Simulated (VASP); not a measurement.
TiCo (CsCl type): computed properties

Level of theory: LDA (Ceperley-Alder, Perdew-Zunger), VASP's LDA PAW potentials (set 64) (plane waves; VASP).

```yaml
space_group: Pm-3m (221)
cell: a = 2.898 Å, b = 2.898 Å, c = 2.898 Å, α = 90.00°, β = 90.00°, γ = 90.00°
volume_per_atom: 12.16 Å³/atom
band gap (over mesh and band path): none (metal, semimetal or under 0.01 eV)
band_gap_with_spin_orbit_coupling: none (metallic)
density: 7.29 g/cm³
```

```cif
data_CoTi
_chemical_formula_sum 'Ti1 Co1'
_space_group_name_H-M_alt 'Pm-3m'
_space_group_IT_number 221
_space_group_name_Hall '-P 4 2 3'
_cell_length_a 2.89756
_cell_length_b 2.89756
_cell_length_c 2.89756
_cell_angle_alpha 90.000
_cell_angle_beta 90.000
_cell_angle_gamma 90.000
loop_
_atom_site_label
_atom_site_type_symbol
_atom_site_symmetry_multiplicity
_atom_site_Wyckoff_symbol
_atom_site_fract_x
_atom_site_fract_y
_atom_site_fract_z
_atom_site_occupancy
Ti1 Ti 1 a 0.00000 0.00000 0.00000 1
Co1 Co 1 b 0.50000 0.50000 0.50000 1
```

Measured: a 2.995 Å (computed value off by -3.2 %), as given by Yamada et al., (2019), arXiv:1910.09660. The calculation is for a static lattice, while the measured a holds thermal and zero-point effects, which are part of the difference.

The compound is TiCo in the CsCl type structure. It was relaxed first, which changed the volume by -9 %. Symmetry was kept, so distortions that lower it aren't found. The run is not spin-polarised, so no magnetic state was tried. The electron count is odd and the run is not spin-polarised, which forces a metal.
